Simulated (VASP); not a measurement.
A run of VASP 6.6.1 is set up as follows.

INCAR

```
PREC = Normal
ENCUT = 520
EDIFF = 1E-4
ISMEAR = 0
SIGMA = 0.15
LREAL = False
LASPH = True
NELM = 60
ALGO = Fast
ISIF = 3
LWAVE = False
LCHARG = False
GGA = PE
IBRION = 2
NSW = 24
EDIFFG = -0.08
```

File KPOINTS:

```
Automatic mesh
0
Gamma
  8 8 8
```

POSCAR

```
SiB2
1.0
   -1.8892074800      1.8892074800      2.1975630400
    1.8892074800     -1.8892074800      2.1975630400
    1.8892074800      1.8892074800     -2.1975630400
Si B
1 2
Direct
    0.5000000000      0.5000000000      0.0000000000
    0.5000000000      0.0000000000      0.5000000000
    0.0000000000      0.5000000000      0.5000000000
```

Potentials or basis: VASP PAW PBE potentials, release 64 (Si, B).

The run is started by

```console
$ cat potpaw_PBE.64/Si/POTCAR potpaw_PBE.64/B/POTCAR > POTCAR
$ mpirun -np 1 vasp_std > vasp.out
```

Q: Predict the space group after relaxing (to 0.05 Å).

A: I4/mmm (No. 139).

Q: Predict the relaxed volume.

A: 10.30 Å³/atom.

Q: What does it give for the relaxed cell?

A: a = 3.504 Å, b = 3.504 Å, c = 3.504 Å, α = 101.72°, β = 101.72°, γ = 126.42°.

The path:
| step | energy change (eV) | largest force (eV/Å) | pressure (GPa) | volume (Å³) |
| --- | --- | --- | --- | --- |
| 1 | 0.0000 | 0.0000 | 15.91 | 31.37 |
| 2 | -0.8519 | 0.0000 | -16.62 | 35.95 |
| 3 | -0.8913 | 0.0000 | -20.30 | 36.92 |
| 4 | -2.0623 | 0.0000 | -13.71 | 33.53 |
| 5 | 57.9371 | 0.0000 | 705.22 | 19.39 |
| 6 | -2.1365 | 0.0000 | -12.68 | 33.27 |
| 7 | -2.0096 | 0.0000 | 14.34 | 30.32 |
| 8 | -2.3330 | 0.0000 | -6.21 | 32.26 |
| 9 | -2.3513 | 0.0000 | -0.76 | 31.60 |
| 10 | -2.3591 | 0.0000 | -3.09 | 31.86 |
| 11 | -2.3582 | 0.0000 | -2.10 | 31.75 |
| 12 | -2.3680 | 0.0000 | -1.32 | 31.24 |
| 13 | -2.3682 | 0.0000 | -1.26 | 31.16 |
| 14 | -2.3690 | 0.0000 | 0.60 | 30.76 |
| 15 | -2.3694 | 0.0000 | 0.10 | 30.90 |

Caveat: the relaxation stopped at a loose force limit of 0.08 eV/Å, so its end isn't a converged minimum.
